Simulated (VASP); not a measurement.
All values below come from r2SCAN meta-GGA, VASP's PBE PAW potentials (set 64) (plane waves; VASP).

VASP ran on this input.

### KPOINTS
```
Automatic mesh
0
Gamma
8 8 2
0 0 0
```

**POSCAR**
```
MoS2
1.0
  1.5022375585  -2.6019495661   0.0000000000
  1.5022375585   2.6019495661   0.0000000000
  0.0000000000   0.0000000000  10.9004792743
Mo S
2 4
Cartesian
  1.5022375585   0.8673182567   2.7251198186
  1.5022375585  -0.8673182567   8.1753594557
  1.5022375585   0.8673182567   9.7386175604
  1.5022375585  -0.8673182567   4.2883779232
  1.5022375585  -0.8673182567   1.1618617139
  1.5022375585   0.8673182567   6.6121013511
```

INCAR:
```
LWAVE = .False.
LMAXMIX = 4
ISMEAR = 0
IBRION = 2
LREAL = .False.   ! projection in real space or not
PREC = Accurate
SYSTEM = MoS2
LCHARG = .False.
METAGGA = R2SCAN
PSTRESS = 300   ! kbar
NELM = 100
ENCUT = 500
ALGO = Normal
EDIFF = 1E-6   ! SCF stop (eV)
EDIFFG = -0.02   ! ionic stop
LASPH = .True.
LMIXTAU = .True.
ISIF = 3
NSW = 40   ! most ionic steps
SIGMA = 0.05
```

POTCAR, in this order: Mo_sv S (PBE.64 set). Program: vasp_std.

Output of the run:

OUTCAR:
```
 ion  position               nearest neighbor table
   1  0.333  0.667  0.250-   4 2.34   5 2.34   4 2.34   5 2.34   4 2.34   5 2.34
   2  0.667  0.333  0.750-   3 2.34   6 2.34   3 2.34   6 2.34   3 2.34   6 2.34
   3  0.333  0.667  0.893-   2 2.34   2 2.34   2 2.34
   4  0.667  0.333  0.393-   1 2.34   1 2.34   1 2.34
   5  0.667  0.333  0.107-   1 2.34   1 2.34   1 2.34
   6  0.333  0.667  0.607-   2 2.34   2 2.34   2 2.34
  LATTYP: Found a hexagonal cell.
 ALAT       =     3.0044732029
 C/A-ratio  =     3.6280833738
 Subroutine PRICEL returns:
 Original cell was already a primitive cell.
 Subroutine GETGRP returns: Found 24 space group operations
The static configuration has the point symmetry D_3d.
 The point group associated with its full space group is D_6h.
The dynamic configuration has the point symmetry D_3d.
 Subroutine INISYM returns: Found 24 space group operations
 Subroutine IBZKPT returns following result:
 Found     20 irreducible k-points:

 Following reciprocal coordinates:
            Coordinates               Weight
  0.000000  0.000000  0.000000      1.000000
  0.125000  0.000000  0.000000      6.000000
  0.250000  0.000000  0.000000      6.000000
...
```

OSZICAR:
```
       N       E                     dE             d eps       ncg     rms          rms(c)
DAV:   1     0.420359435397E+03    0.42036E+03   -0.30332E+04  1312   0.163E+03
DAV:   2    -0.811092502213E+02   -0.50147E+03   -0.49084E+03  1512   0.433E+02
DAV:   3    -0.106545530101E+03   -0.25436E+02   -0.24963E+02  1567   0.859E+01
DAV:   4    -0.107068275943E+03   -0.52275E+00   -0.52043E+00  1495   0.121E+01
DAV:   5    -0.107082482682E+03   -0.14207E-01   -0.14191E-01  1547   0.174E+00    0.484E+01
DAV:   6    -0.969143820508E+02    0.10168E+02   -0.15225E+01  1487   0.290E+01    0.161E+01
DAV:   7    -0.910818570741E+02    0.58325E+01   -0.48444E+00  1466   0.116E+01    0.806E+00
DAV:   8    -0.889306043800E+02    0.21513E+01   -0.27569E+00  1474   0.100E+01    0.545E+00
DAV:   9    -0.881524981279E+02    0.77811E+00   -0.51604E-01  1441   0.487E+00    0.164E+00
DAV:  10    -0.883225563610E+02   -0.17006E+00   -0.30551E-01  1541   0.367E+00    0.571E-01
DAV:  11    -0.883248357750E+02   -0.22794E-02   -0.80947E-03  1485   0.529E-01    0.546E-01
DAV:  12    -0.882663435832E+02    0.58492E-01   -0.60954E-02  1296   0.143E+00    0.553E-01
DAV:  13    -0.883234290256E+02   -0.57085E-01   -0.59303E-02  1310   0.146E+00    0.301E-01
DAV:  14    -0.883245690844E+02   -0.11401E-02   -0.39570E-03  1415   0.395E-01    0.304E-01
DAV:  15    -0.883245039118E+02    0.65173E-04   -0.88949E-05  1466   0.520E-02    0.254E-01
DAV:  16    -0.883250023589E+02   -0.49845E-03   -0.12158E-03  1348   0.183E-01    0.611E-02
DAV:  17    -0.883250115052E+02   -0.91463E-05   -0.60772E-05  1478   0.450E-02    0.816E-02
DAV:  18    -0.883250044519E+02    0.70533E-05   -0.10196E-05  1307   0.202E-02    0.677E-02
DAV:  19    -0.883250064634E+02   -0.20115E-05   -0.80663E-06  1386   0.180E-02    0.278E-02
DAV:  20    -0.883250091485E+02   -0.26851E-05   -0.74691E-06  1201   0.183E-02    0.109E-02
DAV:  21    -0.883250092572E+02   -0.10864E-06   -0.38752E-07   781   0.449E-03
   1 F= -.72369019E+02 E0= -.72369009E+02  d E =-.723690E+02
```

File OUTCAR:
```
------------------------ aborting loop because EDIFF is reached ----------------------------------------
  FORCE on cell =-STRESS in cart. coord.  units (eV):
  Direction    XX          YY          ZZ          XY          YZ          ZX
  --------------------------------------------------------------------------------------
  Total       16.0035521     16.0035249     15.9779764      0.0000000      0.0000000      0.0000000
  in kB      300.8942520    300.8937408    300.4133840      0.0000000      0.0000000      0.0000000
  external PRESSURE =       0.7337923 kB  Pullay stress =     300.0000000 kB
  volume of cell :       85.21
      direct lattice vectors                 reciprocal lattice vectors
     1.502237559 -2.601949566  0.000000000     0.332836839 -0.192163602  0.000000000
     1.502237559  2.601949566  0.000000000     0.332836839  0.192163602  0.000000000
     0.000000000  0.000000000 10.900479274     0.000000000  0.000000000  0.091739085
 POSITION                                       TOTAL-FORCE (eV/Angst)
 -----------------------------------------------------------------------------------
      1.50224      0.86732      2.72512         0.000000      0.000000     -0.000000
      1.50224     -0.86732      8.17536        -0.000000     -0.000000     -0.000000
      1.50224      0.86732      9.73862         0.000000      0.000000     -0.002042
      1.50224     -0.86732      4.28838         0.000000     -0.000000     -0.002042
      1.50224     -0.86732      1.16186         0.000000     -0.000000      0.002042
      1.50224      0.86732      6.61210         0.000000      0.000000      0.002042
 -----------------------------------------------------------------------------------
    total drift:                               -0.000000      0.001459     -0.000029
  FREE ENERGIE OF THE ION-ELECTRON SYSTEM (eV)
  ---------------------------------------------------
  free  energy   TOTEN  =       -88.3250092572 eV

  energy  without entropy=      -88.3249885637  energy(sigma->0) =      -88.32499891
  enthalpy is  TOTEN    =       -72.3690193953 eV   P V=       15.9559898619

 reached required accuracy - stopping structural energy minimisation
```
(Selected blocks of OUTCAR.)

The compound is MoS2 in the 2H layered structure. It was relaxed first under an external pressure of 30 GPa.
